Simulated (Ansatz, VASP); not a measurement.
# PdPt2 (Pt-Pd-Pt stack, (100) layers) in two plane-wave programs, part 2 of 2

Wanted: the spread between two codes on one cell, functional and k mesh. The cell is taken from a series of runs on this material, whose earlier steps may have relaxed, scaled, displaced or heated it; both programs get it as it stands.

VASP 6.6.1 and Ansatz 0.2.0.

So far: Starting point; Ansatz: zone-centre phonons, PBE.

## 3. VASP: zone-centre phonons, PBE

Level of this step: PBE; plane waves and PAW (Pt, Pd) (VASP).

The same cell, functional, mesh and smearing now go to VASP, with its own data sets.

Lines of VASP's logs that name or quote its potential files are left out, and so is its time.

The input, INCAR:

```
SYSTEM = PdPt2
PREC = Accurate
ENCUT = 500
EDIFF = 1E-08
NELM = 120
ISMEAR = 1
SIGMA = 0.2
LREAL = .FALSE.
ALGO = Normal
GGA = PE
NBANDS = 21
LASPH = .TRUE.
LORBIT = 11
LWAVE = .FALSE.
LCHARG = .FALSE.
ISIF = 2
IBRION = 8
GGA_COMPAT = .FALSE.
NELMDL = -8
KPAR = 2
```

The input, POSCAR:

```
PdPt2
1.0
    2.6717298678      0.0000000000      0.0000000000
    0.0000000000      2.6717298678      0.0000000000
    0.0000000000      0.0000000000     31.5799999848
Pt Pd
2 1
Direct
    0.0000000000      0.0000000000      0.1704207732
    0.0000000000      0.0000000000      0.3010801770
    0.5000000000      0.5000000000      0.2357504751
```

The input, KPOINTS:

```
Automatic mesh
0
Gamma
6 6 1
0 0 0
```

PAW data sets: Pt and Pd (PBE family, release 64).

Command:

```bash
mpirun -np 2 vasp_std
```

Numbers of over 12 decimals in the logs are rounded to 6 here.

The program printed:

```text
[banner, memory and clock lines left out]
running    2 mpi-ranks, on    1 nodes
 distrk:  each k-point on    1 cores,    2 groups
 distr:  one band on    1 cores,    1 groups

 POSCAR found type information on POSCAR PtPd
 POSCAR found :  2 types and       3 ions
 LDA part: xc-table for (Slater+PW92), standard interpolation
 POSCAR, INCAR and KPOINTS ok, starting setup
 FFT: planning ... GRIDC
 FFT: planning ... GRID_SOFT
 FFT: planning ... GRID
 WAVECAR not read
 entering main loop
       N       E                     dE             d eps       ncg     rms          rms(c)
DAV:   1     0.200147875656E+03    0.20015E+03   -0.11164E+04   420   0.107E+03
DAV:   2    -0.590317903812E+01   -0.20605E+03   -0.19312E+03   609   0.217E+02
DAV:   3    -0.165687405990E+02   -0.10666E+02   -0.10135E+02   478   0.535E+01
DAV:   4    -0.168179906069E+02   -0.24925E+00   -0.23754E+00   556   0.781E+00
DAV:   5    -0.168268782283E+02   -0.88876E-02   -0.88398E-02   518   0.130E+00
DAV:   6    -0.168271628271E+02   -0.28460E-03   -0.28456E-03   654   0.210E-01
DAV:   7    -0.168271668326E+02   -0.40055E-05   -0.40055E-05   541   0.229E-02
DAV:   8    -0.168271670338E+02   -0.20124E-06   -0.20135E-06   580   0.420E-03    0.153E+01
DAV:   9    -0.160625259364E+02    0.76464E+00   -0.36210E+00   480   0.160E+01    0.895E+00
DAV:  10    -0.177401005131E+02   -0.16776E+01   -0.16219E+01   445   0.373E+01    0.130E+01
DAV:  11    -0.162534283692E+02    0.14867E+01   -0.13505E+00   458   0.153E+01    0.554E+00
DAV:  12    -0.158844181252E+02    0.36901E+00   -0.31131E+00   465   0.177E+01    0.302E+00
DAV:  13    -0.158256883634E+02    0.58730E-01   -0.92300E-01   463   0.818E+00    0.101E+00
DAV:  14    -0.158119425672E+02    0.13746E-01   -0.16028E-02   474   0.141E+00    0.628E-01
[...]
DAV:  26    -0.158045570981E+02   -0.16176E-05   -0.29872E-08   355   0.749E-04    0.326E-04
DAV:  27    -0.158045574186E+02   -0.32054E-06   -0.15128E-08   347   0.113E-03    0.327E-04
DAV:  28    -0.158045577505E+02   -0.33193E-06   -0.52266E-09   299   0.583E-04    0.130E-04
DAV:  29    -0.158045578511E+02   -0.10054E-06   -0.91861E-10   303   0.116E-04    0.993E-05
DAV:  30    -0.158045579159E+02   -0.64796E-07   -0.58176E-10   288   0.178E-04    0.303E-05
DAV:  31    -0.158045579582E+02   -0.42367E-07   -0.58431E-10   293   0.182E-04    0.588E-05
DAV:  32    -0.158045579752E+02   -0.17021E-07   -0.88266E-11   295   0.102E-04    0.240E-05
DAV:  33    -0.158045579816E+02   -0.63451E-08   -0.17055E-11   305   0.704E-05
   1 F= -.15804558E+02 E0= -.15794699E+02  d E =-.295770E-01
 Linear response reoptimize wavefunctions to high precision
DAV:   1    -0.158045579845E+02   -0.29295E-08    0.21877E-11   280   0.201E-05
DAV:   2    -0.158045579846E+02   -0.43656E-10    0.35540E-11   285   0.725E-06
 Linear response DOF=           4
 Linear response progress:
  Degree of freedom:   1/  4
       N       E                     dE             d eps       ncg     rms          rms(c)
RMM:   1    -0.232778397316E+00   -0.23278E+00   -0.22673E-01  1103   0.311E+00
RMM:   2    -0.232015594358E+00    0.76280E-03   -0.33610E-03  1018   0.391E-01    0.112E-01
RMM:   3    -0.231475435866E+00    0.54016E-03   -0.25937E-04  1033   0.102E-01    0.915E-02
RMM:   4    -0.232191103224E+00   -0.71567E-03   -0.22604E-04  1125   0.901E-02    0.320E-01
RMM:   5    -0.231044476269E+00    0.11466E-02   -0.35248E-04  1123   0.991E-02    0.163E-02
RMM:   6    -0.230988061200E+00    0.56415E-04   -0.96461E-06  1086   0.192E-02    0.946E-03
RMM:   7    -0.230929428746E+00    0.58632E-04   -0.12626E-06  1073   0.726E-03    0.533E-03
RMM:   8    -0.230920337192E+00    0.90916E-05   -0.11377E-06  1109   0.568E-03    0.422E-03
RMM:   9    -0.230910537218E+00    0.98000E-05   -0.15119E-07  1109   0.276E-03    0.236E-03
RMM:  10    -0.230904680281E+00    0.58569E-05   -0.81303E-09  1108   0.727E-04    0.386E-04
RMM:  11    -0.230902918583E+00    0.17617E-05    0.36091E-10  1109   0.210E-04    0.563E-05
RMM:  12    -0.230902590213E+00    0.32837E-06    0.17917E-09  1124   0.703E-05    0.217E-05
RMM:  13    -0.230902657406E+00   -0.67193E-07    0.17719E-08  1122   0.446E-05    0.512E-06
RMM:  14    -0.230902652015E+00    0.53906E-08    0.64280E-09  1129   0.335E-05    0.218E-06
 first order change of Fermi-energy  -0.10713E-02
 force on displaced ion       1 direction 1 :  -1.856   0.000   0.022
 Linear response progress:
  Degree of freedom:   2/  4
       N       E                     dE             d eps       ncg     rms          rms(c)
RMM:   1    -0.322971651932E+00   -0.32297E+00   -0.24261E-01   698   0.325E+00
RMM:   2    -0.321309436125E+00    0.16622E-02   -0.45002E-03   648   0.441E-01    0.222E-01
RMM:   3    -0.329962509949E+00   -0.86531E-02   -0.23566E-03   688   0.264E-01    0.100E+00
RMM:   4    -0.321336211147E+00    0.86263E-02   -0.12471E-03   694   0.184E-01    0.177E-01
RMM:   5    -0.321762924476E+00   -0.42671E-03   -0.35726E-04   671   0.105E-01    0.162E-01
RMM:   6    -0.321516395088E+00    0.24653E-03   -0.11354E-04   689   0.630E-02    0.701E-02
RMM:   7    -0.321475994491E+00    0.40401E-04   -0.33203E-05   688   0.340E-02    0.196E-02
RMM:   8    -0.321401538571E+00    0.74456E-04   -0.23928E-06   696   0.819E-03    0.107E-02
RMM:   9    -0.321374260896E+00    0.27278E-04   -0.62833E-07   686   0.463E-03    0.181E-03
RMM:  10    -0.321372400726E+00    0.18602E-05   -0.31862E-08   700   0.101E-03    0.375E-04
RMM:  11    -0.321372303235E+00    0.97491E-07   -0.99621E-09   695   0.327E-04    0.112E-04
RMM:  12    -0.321371914634E+00    0.38860E-06   -0.28074E-08   710   0.151E-04    0.512E-05
RMM:  13    -0.321372108838E+00   -0.19420E-06   -0.64854E-08   709   0.903E-05    0.541E-05
RMM:  14    -0.321372863876E+00   -0.75504E-06   -0.94561E-08   744   0.137E-04    0.332E-05
RMM:  15    -0.321372868633E+00   -0.47567E-08   -0.15365E-07   730   0.601E-05    0.118E-05
RMM:  16    -0.321372943473E+00   -0.74841E-07   -0.24495E-08   744   0.488E-05    0.503E-06
RMM:  17    -0.321372960835E+00   -0.17362E-07   -0.69979E-08   705   0.269E-05    0.338E-06
RMM:  18    -0.321372999633E+00   -0.38797E-07   -0.77249E-09   692   0.296E-05    0.308E-06
RMM:  19    -0.321372993493E+00    0.61392E-08   -0.15011E-08   648   0.245E-05    0.147E-06
 first order change of Fermi-energy   0.29800E+00
 force on displaced ion       1 direction 3 :   0.000  -0.000  -5.458
 Linear response progress:
  Degree of freedom:   3/  4
       N       E                     dE             d eps       ncg     rms          rms(c)
RMM:   1    -0.245399277634E+00   -0.24540E+00   -0.24107E-01  1160   0.310E+00
RMM:   2    -0.243077507628E+00    0.23218E-02   -0.30555E-03  1012   0.371E-01    0.107E-01
RMM:   3    -0.242816877792E+00    0.26063E-03   -0.22518E-04   975   0.892E-02    0.576E-02
RMM:   4    -0.242748549813E+00    0.68328E-04   -0.32069E-04  1019   0.913E-02    0.153E-02
RMM:   5    -0.242674285143E+00    0.74265E-04   -0.11532E-05  1030   0.220E-02    0.760E-03
RMM:   6    -0.242653944042E+00    0.20341E-04   -0.38882E-06  1083   0.117E-02    0.119E-02
RMM:   7    -0.242642742738E+00    0.11201E-04   -0.17823E-06  1077   0.796E-03    0.705E-04
RMM:   8    -0.242633849264E+00    0.88935E-05   -0.20405E-08  1084   0.886E-04    0.296E-04
RMM:   9    -0.242630322821E+00    0.35264E-05    0.10814E-10  1073   0.318E-04    0.761E-05
RMM:  10    -0.242629105992E+00    0.12168E-05    0.11415E-08  1101   0.104E-04    0.280E-05
RMM:  11    -0.242629050715E+00    0.55277E-07    0.80467E-09  1103   0.588E-05    0.503E-06
RMM:  12    -0.242629058640E+00   -0.79243E-08   -0.10348E-08  1111   0.334E-05    0.312E-06
 first order change of Fermi-energy   0.95880E-03
 force on displaced ion       3 direction 1 :  -4.790   0.000   0.000
 Linear response progress:
  Degree of freedom:   4/  4
       N       E                     dE             d eps       ncg     rms          rms(c)
RMM:   1    -0.301027500571E+00   -0.30103E+00   -0.19618E-01   771   0.324E+00
RMM:   2    -0.298801759133E+00    0.22257E-02   -0.36419E-03   643   0.414E-01    0.206E-01
RMM:   3    -0.301848646946E+00   -0.30469E-02   -0.88950E-04   684   0.164E-01    0.616E-01
RMM:   4    -0.299718611575E+00    0.21300E-02   -0.12332E-04   667   0.591E-02    0.355E-01
RMM:   5    -0.299148117897E+00    0.57049E-03   -0.16092E-04   711   0.714E-02    0.226E-02
RMM:   6    -0.299135523633E+00    0.12594E-04   -0.44136E-06   680   0.122E-02    0.344E-02
RMM:   7    -0.299076817080E+00    0.58707E-04   -0.40031E-06   692   0.110E-02    0.265E-03
RMM:   8    -0.299066620993E+00    0.10196E-04   -0.11191E-07   688   0.215E-03    0.243E-03
RMM:   9    -0.299061303572E+00    0.53174E-05   -0.43046E-08   696   0.852E-04    0.785E-04
RMM:  10    -0.299060245017E+00    0.10586E-05   -0.37711E-08   706   0.435E-04    0.256E-04
RMM:  11    -0.299060447998E+00   -0.20298E-06   -0.10159E-07   715   0.148E-04    0.444E-05
RMM:  12    -0.299060382434E+00    0.65565E-07   -0.39490E-07   718   0.671E-05    0.653E-05
RMM:  13    -0.299060530279E+00   -0.14784E-06   -0.48599E-07   716   0.577E-05    0.173E-05
RMM:  14    -0.299060605411E+00   -0.75133E-07   -0.23338E-07   735   0.642E-05    0.187E-05
RMM:  15    -0.299060507875E+00    0.97536E-07   -0.27506E-07   745   0.524E-05    0.600E-06
RMM:  16    -0.299060472391E+00    0.35485E-07   -0.85265E-08   723   0.303E-05    0.225E-06
RMM:  17    -0.299060473329E+00   -0.93793E-09   -0.31379E-08   658   0.235E-05    0.155E-06
 first order change of Fermi-energy   0.11663E-03
 force on displaced ion       3 direction 3 :   0.000  -0.000 -10.471
 Linear response finished
```

From OUTCAR (step 3):

```text
ion  position               nearest neighbor table
   1  0.000  0.000  0.170-   3 2.80   3 2.80   3 2.80   3 2.80
   2  0.000  0.000  0.301-   3 2.80   3 2.80   3 2.80   3 2.80
   3  0.500  0.500  0.236-   1 2.80   1 2.80   1 2.80   1 2.80   2 2.80   2 2.80   2 2.80   2 2.80

  LATTYP: Found a simple tetragonal cell.
 ALAT       =     2.6717298678
 C/A-ratio  =    11.8200572466

 Subroutine GETGRP returns: Found 16 space group operations
 (whereof  8 operations were pure point group operations)

The static configuration has the point symmetry C_4v.
 The point group associated with its full space group is D_4h.

 Found     10 irreducible k-points:

   k-points           NKPTS =     10   k-points in BZ     NKDIM =     10   number of bands    NBANDS=     21

   dimension x,y,z NGX =    20 NGY =   20 NGZ =  240
   dimension x,y,z NGXF=    40 NGYF=   40 NGZF=  480

   ENCUT  =  500.0 eV  36.75 Ry    6.06 a.u.   4.87  4.87 57.58*2*pi/ulx,y,z

   NELECT =      30.0000    total number of electrons

 k-points in reciprocal lattice and weights: Automatic mesh
   0.00000000  0.00000000  0.00000000       0.028
   0.16666667  0.00000000  0.00000000       0.111
   0.33333333  0.00000000  0.00000000       0.111
   0.50000000  0.00000000  0.00000000       0.056
   0.16666667  0.16666667  0.00000000       0.111
   0.33333333  0.16666667  0.00000000       0.222
   0.50000000  0.16666667  0.00000000       0.111
   0.33333333  0.33333333  0.00000000       0.111
   0.50000000  0.33333333  0.00000000       0.111
   0.50000000  0.50000000  0.00000000       0.028

 average (electrostatic) potential at core
       1 -75.9457       2 -75.9457       3 -82.9986

  Total        0.2348499      0.2348499     -0.6773848      0.0000000      0.0000000      0.0000000
  in kB        1.6691825      1.6691825     -4.8144738      0.0000000      0.0000000      0.0000000
  external PRESSURE =      -0.4920362 kB  Pullay stress =       0.0000000 kB

  energy-cutoff  :      500.00
  volume of cell :      225.42
      direct lattice vectors                 reciprocal lattice vectors
     2.671729868  0.000000000  0.000000000     0.374289337  0.000000000  0.000000000
     0.000000000  2.671729868  0.000000000     0.000000000  0.374289337  0.000000000
     0.000000000  0.000000000 31.579999985     0.000000000  0.000000000  0.031665611

 POSITION                                       TOTAL-FORCE (eV/Angst)
 -----------------------------------------------------------------------------------
      0.00000      0.00000      5.38189         0.000000      0.000000      0.157372
      0.00000      0.00000      9.50811         0.000000     -0.000000     -0.157372
      1.33586      1.33586      7.44500        -0.000000      0.000000     -0.000000
 -----------------------------------------------------------------------------------
    total drift:                               -0.000000      0.000000      0.000060

 Eigenvectors and eigenvalues of the dynamical matrix
 ----------------------------------------------------

   1 f  =    5.533027 THz    34.765034 2PiTHz  184.561914 cm-1    22.882751 meV
             X         Y         Z           dx          dy          dz
      0.000000  0.000000  5.381888     0.000000    0.000000   -0.327506
      0.000000  0.000000  9.508112     0.000000    0.000000   -0.327506
      1.335865  1.335865  7.445000    -0.000000   -0.000000    0.886273

   2 f  =    3.745525 THz    23.533831 2PiTHz  124.937282 cm-1    15.490242 meV
             X         Y         Z           dx          dy          dz
      0.000000  0.000000  5.381888    -0.293293   -0.147967    0.000000
      0.000000  0.000000  9.508112    -0.293293   -0.147967   -0.000000
      1.335865  1.335865  7.445000     0.790617    0.398867    0.000000

   3 f  =    3.745525 THz    23.533831 2PiTHz  124.937282 cm-1    15.490242 meV
             X         Y         Z           dx          dy          dz
      0.000000  0.000000  5.381888    -0.147967    0.293293   -0.000000
      0.000000  0.000000  9.508112    -0.147967    0.293293   -0.000000
      1.335865  1.335865  7.445000     0.398867   -0.790617   -0.000000

   4 f  =    2.665993 THz    16.750929 2PiTHz   88.927960 cm-1    11.025657 meV
             X         Y         Z           dx          dy          dz
      0.000000  0.000000  5.381888     0.000000   -0.000000    0.707107
      0.000000  0.000000  9.508112     0.000000    0.000000   -0.707107
      1.335865  1.335865  7.445000    -0.000000   -0.000000    0.000000

   5 f  =    1.274063 THz     8.005174 2PiTHz   42.498167 cm-1     5.269099 meV
             X         Y         Z           dx          dy          dz
      0.000000  0.000000  5.381888     0.206250   -0.676359   -0.000000
      0.000000  0.000000  9.508112    -0.206250    0.676359    0.000000
      1.335865  1.335865  7.445000     0.000000   -0.000000   -0.000000

   6 f  =    1.274063 THz     8.005174 2PiTHz   42.498167 cm-1     5.269099 meV
             X         Y         Z           dx          dy          dz
      0.000000  0.000000  5.381888     0.676359    0.206250    0.000000
      0.000000  0.000000  9.508112    -0.676359   -0.206250   -0.000000
      1.335865  1.335865  7.445000     0.000000    0.000000    0.000000

   7 f/i=    0.001444 THz     0.009072 2PiTHz    0.048162 cm-1     0.005971 meV
             X         Y         Z           dx          dy          dz
      0.000000  0.000000  5.381888    -0.000000    0.000000    0.626690
      0.000000  0.000000  9.508112    -0.000000    0.000000    0.626690
      1.335865  1.335865  7.445000    -0.000000    0.000000    0.463163

   8 f/i=    0.006946 THz     0.043644 2PiTHz    0.231697 cm-1     0.028727 meV
             X         Y         Z           dx          dy          dz
      0.000000  0.000000  5.381888     0.071500   -0.622071    0.000000
      0.000000  0.000000  9.508112     0.071500   -0.622071    0.000000
      1.335865  1.335865  7.445000     0.053048   -0.461536    0.000000

   9 f/i=    0.006946 THz     0.043644 2PiTHz    0.231697 cm-1     0.028727 meV
             X         Y         Z           dx          dy          dz
      0.000000  0.000000  5.381888     0.622071    0.071500   -0.000000
      0.000000  0.000000  9.508112     0.622071    0.071500   -0.000000
      1.335865  1.335865  7.445000     0.461536    0.053048   -0.000000

 ELASTIC MODULI CONTR FROM IONIC RELAXATION (kBar)
 Direction    XX          YY          ZZ          XY          YZ          ZX
 --------------------------------------------------------------------------------
 XX        -182.2923   -182.2923   -252.8630      0.0000      0.0000      0.0000
 YY        -182.2923   -182.2923   -252.8630      0.0000      0.0000      0.0000
 ZZ        -252.8630   -252.8630   -350.7537      0.0000      0.0000      0.0000
 XY           0.0000      0.0000      0.0000      0.0000      0.0000      0.0000
 YZ           0.0000      0.0000      0.0000      0.0000    -42.1763      0.0000
 ZX           0.0000      0.0000      0.0000      0.0000      0.0000    -11.8615
 --------------------------------------------------------------------------------
```

## 4. Side by side

Known differences besides the potentials themselves: Ansatz cuts the interaction across the vacuum, VASP repeats the sheet without a dipole correction; VASP's run holds the zone centre alone; the data sets hold 54 valence electrons in Ansatz (on its PAW soft_1 files) and 30 in VASP; the cutoff is 420 eV in Ansatz and 500 eV in VASP. Total energies have different zeros and are not compared.

The two programs side by side:

```tsv
quantity	Ansatz	VASP	difference
optical mode 1 to 2 (cm⁻¹)	41.2	42.5	-1.3
optical mode 3 (cm⁻¹)	89.0	88.9	+0.14 %
optical mode 4 to 5 (cm⁻¹)	125.1	124.9	+0.10 %
optical mode 6 (cm⁻¹)	185.1	184.6	+0.31 %
```

Modes are paired by rising frequency, not by their patterns, so a pair may set unlike modes beside each other; they are those without the splitting of longitudinal modes. Where the cell holds vacuum, a pressure given here is an average over it and none of the material.

## 5. Outcome

```
r.m.s. difference of the optical zone-centre modes, each program's sorted by frequency (zone-centre phonons, PBE) : 0.77 cm⁻¹
```

The r.m.s. difference of the optical zone-centre modes, each program's sorted by frequency is 0.77 cm⁻¹ (zone-centre phonons, PBE). The data sets hold unlike numbers of valence electrons (54 in Ansatz and 30 in VASP), so part of the differences may come from the potentials. How closely two codes agree says nothing of how well the functional describes the real material.

[Lines on the potential files, build, host, timing and source positions are cut from VASP's logs without a mark.]

[Logs are printed without paths, hosts, clocks, repeated set-up lines and the standing remarks that a program may print on its own settings, such as how far it seeks lower states.]

[Hosts, paths, dates, database ids (printed as entryN), source tags and the programs' standing remarks are cut or masked in the printed files.]
